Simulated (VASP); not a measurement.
# HfRe (P6/mmm) in VASP: settings compared, part 2 of 2

VASP 6.6.1. The steps go on from the part before.

### Step 3. Relaxation of cell and atoms, SCAN

Input file INCAR:

```
SYSTEM = HfRe
  PREC = Accurate
  ENCUT = 600
  EDIFF = 1E-6
  ISMEAR = 1
  SIGMA = 0.1
  LREAL = .False.
  LASPH = .True.
  NELM = 80
  ALGO = Normal
  ISIF = 3
  LWAVE = .False.
  LCHARG = .False.
  METAGGA = SCAN
  LMIXTAU = .True.
  IBRION = 2
  NSW = 40
  EDIFFG = -0.02
```

Input file KPOINTS:

```
Automatic mesh
0
Gamma
  11 11 5
  0 0 0
```

Input file POSCAR:

```
HfRe
1.0
    2.8251975000      0.0000000000      0.0000000000
   -1.4125987500      2.4466928000      0.0000000000
    0.0000000000      0.0000000000      5.6430442500
Hf Re
1 1
Direct
    0.0000000000      0.0000000000      0.0000000000
    0.0000000000      0.0000000000      0.5000000000
```

Potentials or basis: VASP PAW PBE potentials, release 64 (Hf_pv, Re).

Started as:

```
$ cat potpaw_PBE.64/Hf_pv/POTCAR potpaw_PBE.64/Re/POTCAR > POTCAR
$ mpirun -np 1 vasp_std > vasp.out
```

OUTCAR:

```text
SYSTEM = HfRe
   PREC = Accurate
   ENCUT = 600
   EDIFF = 1E-6
   ISMEAR = 1
   LREAL = .False.
   LASPH = .True.
   NELM = 80
   ISIF = 3
   METAGGA = SCAN
   IBRION = 2
   NSW = 40
   EDIFFG = -0.02

 ion  position               nearest neighbor table
   1  0.000  0.000  0.000-   2 2.82   2 2.82
   2  0.000  0.000  0.500-   1 2.82   1 2.82

  LATTYP: Found a hexagonal cell.
 ALAT       =     2.8251975000
 C/A-ratio  =     1.9973981465

  Lattice vectors:

 A1 = (   2.8251975000,   0.0000000000,   0.0000000000)
 A2 = (  -1.4125987500,   2.4466928000,   0.0000000000)
 A3 = (   0.0000000000,   0.0000000000,   5.6430442500)

Analysis of symmetry for initial positions (statically):
=====================================================================
 Subroutine PRICEL returns:
 Original cell was already a primitive cell.

 Routine SETGRP: Setting up the symmetry group for a
 hexagonal supercell.

 Subroutine GETGRP returns: Found 24 space group operations
 (whereof 24 operations were pure point group operations)
 out of a pool of 24 trial point group operations.

The static configuration has the point symmetry D_6h.

Analysis of symmetry for dynamics (positions and initial velocities):
=====================================================================
 Subroutine PRICEL returns:
 Original cell was already a primitive cell.

 Routine SETGRP: Setting up the symmetry group for a
 hexagonal supercell.

 Subroutine GETGRP returns: Found 24 space group operations
 (whereof 24 operations were pure point group operations)
 out of a pool of 24 trial point group operations.

The dynamic configuration has the point symmetry D_6h.

 Subroutine INISYM returns: Found 24 space group operations
 (whereof 24 operations are pure point group operations),
 and found     1 'primitive' translations

----------------------------------------------------------------------------------------

                                     Primitive cell

  volume of cell :      39.0069

  direct lattice vectors                    reciprocal lattice vectors
     2.825197500  0.000000000  0.000000000     0.353957555  0.204357490  0.000000000
    -1.412598750  2.446692800  0.000000000     0.000000000  0.408714980  0.000000000
     0.000000000  0.000000000  5.643044250     0.000000000  0.000000000  0.177209314

  length of vectors
     2.825197500  2.825197495  5.643044250     0.408714980  0.408714980  0.177209314

  position of ions in fractional coordinates (direct lattice)
     0.000000000  0.000000000  0.000000000
     0.000000000  0.000000000  0.500000000

  ion indices of the primitive-cell ions
   primitive index   ion index
                 1           1
                 2           2

----------------------------------------------------------------------------------------

 KPOINTS: Automatic mesh

Automatic generation of k-mesh.
 Grid dimensions read from file:
 generate k-points for:   11   11    5

 Generating k-lattice:

  Cartesian coordinates                     Fractional coordinates (reciprocal lattice)
     0.032177960  0.018577954  0.000000000     0.090909091 -0.000000000  0.000000000
     0.000000000  0.037155907  0.000000000     0.000000000  0.090909091  0.000000000
     0.000000000  0.000000000  0.035441863     0.000000000  0.000000000  0.200000000

  Length of vectors
[... 65 lines left out ...]
   PSTRESS=    0.0 pullay stress
   NELECT =      17.0000    total number of electrons
   NUPDOWN=      -1.0000    fix difference up-down
   EMIN   =  10.00;   EMAX   =-10.00  energy-range for DOS
   EFERMI =   0.00;   METHOD = LEGACY
   ISMEAR =     1;   SIGMA  =   0.10  broadening in eV -4-tet -1-fermi 0-gaus
   EFERMI_NEDOS =   21; number of points for ismear=-14 and -15
   IALGO  =     38    algorithm
   IMIX   =      4    mixing-type and parameters
     AMIX     =   0.40;   BMIX     =  1.00
     AMIX_MAG =   1.60;   BMIX_MAG =  1.00
  volume/ion in A,a.u.               =      19.50       131.62
  Fermi-wavevector in a.u.,A,eV,Ry     =   1.241206  2.345539 20.961035  1.540593
  Thomas-Fermi vector in A             =   2.375614
   LORBIT       =      0    0 simple, 1 ext, 2 COOP (PROOUT), +10 PAW based schemes
   METAGGA = SCAN    functional components
   LHFCALC =     F    Hartree Fock is set to
   AEXX    =    0.0000 exact exchange contribution
   IVDW    =     0    specifies the selected vdW correction
   LEPSILON=     F    determine dielectric tensor
   LRPA    =     F    only Hartree local field effects (RPA)
 conjugate gradient relaxation of ions
 non-spin polarized calculation
 Methfessel and Paxton  Order N= 1 SIGMA  =   0.10
  energy-cutoff  :      600.00
  volume of cell :       39.01
 maximum number of plane-waves:      1318
 NGX is ok and might be reduce to    24

--------------------------------------- Ionic step        1  -------------------------------------------

 number of electron      17.0000001 magnetization

 Free energy of the ion-electron system (eV)
  ---------------------------------------------------
  ext. energy  EPLUGINS =         0.00000000
  ---------------------------------------------------
  free energy    TOTEN  =      -132.22921773 eV

  energy without entropy =     -132.22742519  energy(sigma->0) =     -132.22862021

------------------------ aborting loop because EDIFF is reached ----------------------------------------

  FORCE on cell =-STRESS in cart. coord.  units (eV):
  Direction    XX          YY          ZZ          XY          YZ          ZX
  --------------------------------------------------------------------------------------
  -------------------------------------------------------------------------------------
  Total       -2.2475447     -2.2475447     -5.4251940      0.0000000      0.0000000      0.0000000
  in kB      -92.3160502    -92.3160498   -222.8353792      0.0000000      0.0000000      0.0000000
  external PRESSURE =    -135.8224931 kB  Pullay stress =       0.0000000 kB
[... 89 lines left out ...]
  FREE ENERGIE OF THE ION-ELECTRON SYSTEM (eV)
  ---------------------------------------------------
  free  energy   TOTEN  =      -132.4216030503 eV

  energy  without entropy=     -132.4203314506  energy(sigma->0) =     -132.42117918

[... ionic steps 4 to 7 ...]

--------------------------------------- Ionic step        8  -------------------------------------------

 number of electron      17.0000002 magnetization

------------------------ aborting loop because EDIFF is reached ----------------------------------------
[... 67 lines left out ...]
--------------------------------------- Ionic step       10  -------------------------------------------

 number of electron      17.0000002 magnetization

 Free energy of the ion-electron system (eV)
  ---------------------------------------------------
  ext. energy  EPLUGINS =         0.00000000
  ---------------------------------------------------
  free energy    TOTEN  =      -132.43167481 eV

  energy without entropy =     -132.43162062  energy(sigma->0) =     -132.43165675

 E-fermi :   6.0511     XC(G=0): -13.7331

 val. band max:        6.0242043327   @ k =   0.2727   0.0909   0.0000
 cond. band min:       6.0560343119   @ k =   0.3636   0.2727   0.0000
 fundamental gap:      0.0318299792
 Fermi energy:         6.0510999830

 k-point     1 :       0.0000    0.0000    0.0000
  band No.  band energies     occupation
      1     -24.8450      2.00000
      2     -23.7019      2.00000
      3     -23.7019      2.00000
      4      -3.2270      2.00000
      5       0.5582      2.00000
      6       2.0945      2.00000
      7       4.8082      2.00000
      8       4.8082      2.00000
      9       5.2787      2.00000
     10       7.4136     -0.00000
     11       7.4136     -0.00000
     12       8.0203     -0.00000
[... 331 lines left out ...]
 k-point    24 :       0.1818    0.0909    0.2000
  band No.  band energies     occupation
      1     -24.7223      2.00000
      2     -24.7038      2.00000
      3     -23.9762      2.00000
      4      -0.7475      2.00000
      5       1.8507      2.00000
      6       2.8946      2.00000
      7       3.6191      2.00000
      8       4.1036      2.00000
      9       6.1690     -0.07024
     10       6.8304     -0.00000
     11       6.9726     -0.00000
     12       8.8057      0.00000

 [... further k-points ...]

------------------------ aborting loop because EDIFF is reached ----------------------------------------

  FORCE on cell =-STRESS in cart. coord.  units (eV):
  Direction    XX          YY          ZZ          XY          YZ          ZX
  --------------------------------------------------------------------------------------
  -------------------------------------------------------------------------------------
  Total       -0.0131012     -0.0131012      0.0129103      0.0000000      0.0000000      0.0000000
  in kB       -0.5867106     -0.5867106      0.5781587      0.0000000      0.0000000      0.0000000
  external PRESSURE =      -0.1984208 kB  Pullay stress =       0.0000000 kB
[... 17 lines left out ...]
  FREE ENERGIE OF THE ION-ELECTRON SYSTEM (eV)
  ---------------------------------------------------
  free  energy   TOTEN  =      -132.4316748136 eV

  energy  without entropy=     -132.4316206152  energy(sigma->0) =     -132.43165675

 reached required accuracy - stopping structural energy minimisation
```

OSZICAR:

```text
N       E                     dE             d eps       ncg     rms          rms(c)
DAV:   1    -0.707382530473E+02   -0.70738E+02   -0.95265E+03  1940   0.163E+03
DAV:   2    -0.134216781013E+03   -0.63479E+02   -0.58492E+02  1928   0.402E+02
DAV:   3    -0.137129908942E+03   -0.29131E+01   -0.26861E+01  1936   0.534E+01
DAV:   4    -0.137456827772E+03   -0.32692E+00   -0.30082E+00  1884   0.955E+00
[... 152 lines left out ...]
DAV:   5    -0.132431663499E+03   -0.46449E-05   -0.89687E-06  1680   0.403E-02    0.751E-02
DAV:   6    -0.132431683344E+03   -0.19845E-04   -0.70459E-05  1676   0.126E-01    0.450E-02
DAV:   7    -0.132431705782E+03   -0.22437E-04   -0.35425E-04  1672   0.277E-01    0.186E-02
DAV:   8    -0.132431674819E+03    0.30962E-04   -0.11370E-04  1692   0.153E-01    0.147E-02
DAV:   9    -0.132431674814E+03    0.56809E-08   -0.45857E-06  1616   0.327E-02
  10 F= -.13243167E+03 E0= -.13243166E+03  d E =-.569599E-04
```

Wall time 16 min (1 thread of Intel Xeon Platinum 8488C (Sapphire Rapids), shared host); peak memory 0.2 GiB.

Results:

* Free energy: -132.4317 eV
* Relaxed volume: 17.89 Å³/atom
* Relaxed cell: a = 2.788 Å, b = 2.788 Å, c = 5.315 Å, α = 90.00°, β = 90.00°, γ = 120.00°
* Space group after relaxing (to 0.05 Å): P6/mmm (No. 191)
* Energy gained by relaxing: 101.2 meV/atom
* Ionic steps: 10
* Pressure after relaxing: 0.0 GPa
* Band gap on the k mesh: none (metal or under the smearing width)

Stress tensor (GPa, compression positive):
```
-0.06  0.00  0.00
 0.00 -0.06  0.00
 0.00  0.00  0.06
```

Step by step:
```csv
step,energy change (eV),largest force (eV/Å),pressure (GPa),volume (Å³)
1,0.0000,0.0000,-13.58,39.01
2,0.5431,0.0000,46.76,30.33
3,-0.1924,0.0000,0.20,35.78
4,-0.1934,0.0000,1.14,35.61
5,-0.1935,0.0000,1.53,35.54
6,-0.1911,0.0000,-0.66,35.91
7,-0.2024,0.0000,0.33,35.72
8,-0.2024,0.0000,0.29,35.72
9,-0.2023,0.0000,-0.43,35.86
10,-0.2025,0.0000,-0.02,35.78
```

Final structure:
```yaml
crystal:
  lattice:
    - [2.78800, 0.00000, 0.00000]
    - [-1.39400, 2.41448, 0.00000]
    - [0.00000, 0.00000, 5.31472]
  atoms:
    - { symbol: Hf, position: [0.00000, 0.00000, 0.00000] }
    - { symbol: Re, position: [0.00000, 0.00000, 0.50000] }
```

Levels at points of the mesh, in eV from the Fermi level:
```
           k point  band 6  band 7  band 8  band 9  band 10  band 11  band 12
(0.00, 0.00, 0.00)   -3.96   -1.24   -1.24   -0.77     1.36     1.36     1.97
```

Caveat: the PAW data sets were made with another functional, which shifts forces and pressure a little.

### Step 4. Relaxation of cell and atoms, r2SCAN+rVV10

Input file INCAR:

```
SYSTEM = HfRe
  PREC = Accurate
  ENCUT = 600
  EDIFF = 1E-6
  ISMEAR = 1
  SIGMA = 0.1
  LREAL = .FALSE.
  LASPH = .TRUE.
  NELM = 80
  ALGO = Normal
  ISIF = 3
  LWAVE = .FALSE.
  LCHARG = .FALSE.
  METAGGA = R2SCAN
  LMIXTAU = .TRUE.
  LUSE_VDW = .TRUE.
  IVDW_NL = 2
  BPARAM = 11.95
  CPARAM = 0.0093
  IBRION = 2
  NSW = 40
  EDIFFG = -0.01
```

Input file KPOINTS:

```
Automatic mesh
0
G
  11 11 5
  0 0 0
```

POSCAR is that of step 3.

Potentials or basis: VASP PAW PBE potentials, release 64 (Hf_pv, Re).

Started as:

```
$ cat potpaw_PBE.64/Hf_pv/POTCAR potpaw_PBE.64/Re/POTCAR > POTCAR
$ mpirun -np 1 vasp_std > vasp.out
```

OUTCAR:

```text
SYSTEM = HfRe
   PREC = Accurate
   ENCUT = 600
   EDIFF = 1E-6
   ISMEAR = 1
   LREAL = .FALSE.
   LASPH = .TRUE.
   NELM = 80
   ISIF = 3
   METAGGA = R2SCAN
   IVDW_NL = 2
   BPARAM = 11.95
   IBRION = 2
   NSW = 40
   EDIFFG = -0.01

 ion  position               nearest neighbor table
   1  0.000  0.000  0.000-   2 2.82   2 2.82
   2  0.000  0.000  0.500-   1 2.82   1 2.82

  LATTYP: Found a hexagonal cell.
 ALAT       =     2.8251975000
 C/A-ratio  =     1.9973981465

  Lattice vectors:

 A1 = (   2.8251975000,   0.0000000000,   0.0000000000)
 A2 = (  -1.4125987500,   2.4466928000,   0.0000000000)
 A3 = (   0.0000000000,   0.0000000000,   5.6430442500)

Analysis of symmetry for initial positions (statically):
=====================================================================
 Subroutine PRICEL returns:
 Original cell was already a primitive cell.

 Routine SETGRP: Setting up the symmetry group for a
 hexagonal supercell.

 Subroutine GETGRP returns: Found 24 space group operations
 (whereof 24 operations were pure point group operations)
 out of a pool of 24 trial point group operations.

The static configuration has the point symmetry D_6h.

Analysis of symmetry for dynamics (positions and initial velocities):
=====================================================================
 Subroutine PRICEL returns:
 Original cell was already a primitive cell.

 Routine SETGRP: Setting up the symmetry group for a
 hexagonal supercell.

 Subroutine GETGRP returns: Found 24 space group operations
 (whereof 24 operations were pure point group operations)
 out of a pool of 24 trial point group operations.

The dynamic configuration has the point symmetry D_6h.

 Subroutine INISYM returns: Found 24 space group operations
 (whereof 24 operations are pure point group operations),
 and found     1 'primitive' translations
[... 151 lines left out ...]

  FORCE on cell =-STRESS in cart. coord.  units (eV):
  Direction    XX          YY          ZZ          XY          YZ          ZX
  --------------------------------------------------------------------------------------
  -------------------------------------------------------------------------------------
  Total       -0.9018384     -0.9018384     -5.1776004     -0.0000000      0.0000000     -0.0000000
  in kB      -37.0422698    -37.0422696   -212.6656764     -0.0000000      0.0000000     -0.0000000
  external PRESSURE =     -95.5834053 kB  Pullay stress =       0.0000000 kB
[... 89 lines left out ...]
  FREE ENERGIE OF THE ION-ELECTRON SYSTEM (eV)
  ---------------------------------------------------
  free  energy   TOTEN  =       -95.7570522175 eV

  energy  without entropy=      -95.7568697720  energy(sigma->0) =      -95.75699140

[... ionic steps 4 to 7 ...]

--------------------------------------- Ionic step        8  -------------------------------------------

 number of electron      17.0000002 magnetization

------------------------ aborting loop because EDIFF is reached ----------------------------------------
[... 67 lines left out ...]
--------------------------------------- Ionic step       10  -------------------------------------------

 number of electron      17.0000002 magnetization

 Free energy of the ion-electron system (eV)
  ---------------------------------------------------
  ext. energy  EPLUGINS =         0.00000000
  ---------------------------------------------------
  free energy    TOTEN  =       -95.76214890 eV

  energy without entropy =      -95.76235822  energy(sigma->0) =      -95.76221867

 E-fermi :   5.9843     XC(G=0): -13.3686

 val. band max:        5.9712922608   @ k =   0.3636   0.2727   0.0000
 cond. band min:       6.0143867036   @ k =   0.4545   0.0000   0.0000
 fundamental gap:      0.0430944428
 Fermi energy:         5.9843240784

 k-point     1 :       0.0000    0.0000    0.0000
  band No.  band energies     occupation
      1     -25.5878      2.00000
      2     -24.6238      2.00000
      3     -24.6238      2.00000
      4      -2.8301      2.00000
      5       0.8536      2.00000
      6       2.1689      2.00000
      7       4.8252      2.00000
      8       4.8252      2.00000
      9       5.2367      2.00000
     10       7.2221     -0.00000
     11       7.2221     -0.00000
     12       8.0289      0.00000
[... 331 lines left out ...]
 k-point    24 :       0.1818    0.0909    0.2000
  band No.  band energies     occupation
      1     -25.5103      2.00000
      2     -25.4664      2.00000
      3     -24.8624      2.00000
      4      -0.4677      2.00000
      5       1.9677      2.00000
      6       2.8837      2.00000
      7       3.6612      2.00000
      8       4.2008      2.00000
      9       6.1392     -0.05088
     10       6.7106     -0.00000
     11       6.8699     -0.00000
     12       8.6676      0.00000

 [... further k-points ...]

------------------------ aborting loop because EDIFF is reached ----------------------------------------

  FORCE on cell =-STRESS in cart. coord.  units (eV):
  Direction    XX          YY          ZZ          XY          YZ          ZX
  --------------------------------------------------------------------------------------
  -------------------------------------------------------------------------------------
  Total        0.0083824      0.0083824     -0.0199539      0.0000000     -0.0000000     -0.0000000
  in kB        0.3668875      0.3668875     -0.8733585      0.0000000     -0.0000000     -0.0000000
  external PRESSURE =      -0.0465278 kB  Pullay stress =       0.0000000 kB
[... 17 lines left out ...]
  FREE ENERGIE OF THE ION-ELECTRON SYSTEM (eV)
  ---------------------------------------------------
  free  energy   TOTEN  =       -95.7621488970 eV

  energy  without entropy=      -95.7623582240  energy(sigma->0) =      -95.76221867

 reached required accuracy - stopping structural energy minimisation
```

CONTCAR:

```text
HfRe
   1.00000000000000
     2.8162746954698226    0.0000000000000000   -0.0000000000000000
    -1.4081373477349113    2.4389654246598647   -0.0000000000000000
     0.0000000000000000    0.0000000000000000    5.3292367555725946
  Hf              Re
     1     1
Direct
     0.0000000000000000    0.0000000000000000    0.0000000000000000
     0.0000000000000000    0.0000000000000000    0.5000000000000000

  0.00000000E+00  0.00000000E+00  0.00000000E+00
  0.00000000E+00  0.00000000E+00  0.00000000E+00
```

Run time: 16 min. Hardware: 1 thread of Intel Xeon Platinum 8488C (Sapphire Rapids), shared host; peak memory 0.3 GiB.

What came out:

```yaml
Free_energy: -95.7621 eV
Relaxed_volume: 18.30 Å³/atom
Relaxed_cell: a = 2.816 Å, b = 2.816 Å, c = 5.329 Å, α = 90.00°, β = 90.00°, γ = 120.00°
Space_group_after_relaxing_to_0.05_Å: P6/mmm (No. 191)
Energy_gained_by_relaxing: 79.2 meV/atom
Ionic_steps: 10
Pressure_after_relaxing: 0.0 GPa
Band_gap_on_the_k_mesh: none (metal or under the smearing width)
```

Step by step:
```csv
step,energy change (eV),largest force (eV/Å),pressure (GPa),volume (Å³)
1,0.0000,0.0000,-9.56,39.01
2,0.2784,0.0000,28.90,32.67
3,-0.1532,0.0000,0.92,36.45
4,-0.1537,0.0000,1.46,36.35
5,-0.1538,0.0000,1.70,36.29
6,-0.1508,0.0000,-1.79,36.98
7,-0.1583,0.0000,0.10,36.59
8,-0.1583,0.0000,0.11,36.58
9,-0.1583,0.0000,-0.09,36.63
10,-0.1583,0.0000,0.00,36.61
```

Final structure:
```
Hf Re
1.0
     2.81627    0.00000    0.00000
    -1.40814    2.43897    0.00000
     0.00000    0.00000    5.32924
Hf Re
1 1
Cartesian
  0.0000 0.0000 0.0000
  0.0000 0.0000 2.6646
```

Caveat: the PAW data sets were made with another functional, which shifts forces and pressure a little.

### Step 5. Summary

```tsv
level	gap on the mesh (eV)	pressure (GPa)	relaxed volume (Å³/atom)
r2SCAN	none	0.0	18.41
SCAN	none	0.0	17.89
r2SCAN+rVV10	none	0.0	18.30
```

Alike in all rows: task relaxation of cell and atoms; potentials or basis VASP PAW PBE potentials, release 64 (Hf_pv, Re); no spin polarisation; cell relaxed; k mesh 11 × 11 × 5; cutoff (eV) 600; smearing methfessel-paxton 0.1 eV.

Caveats: the PAW data sets were made with another functional, which shifts forces and pressure a little.

Total energies depend on the potentials used, so only differences within one code and one set of settings carry meaning.
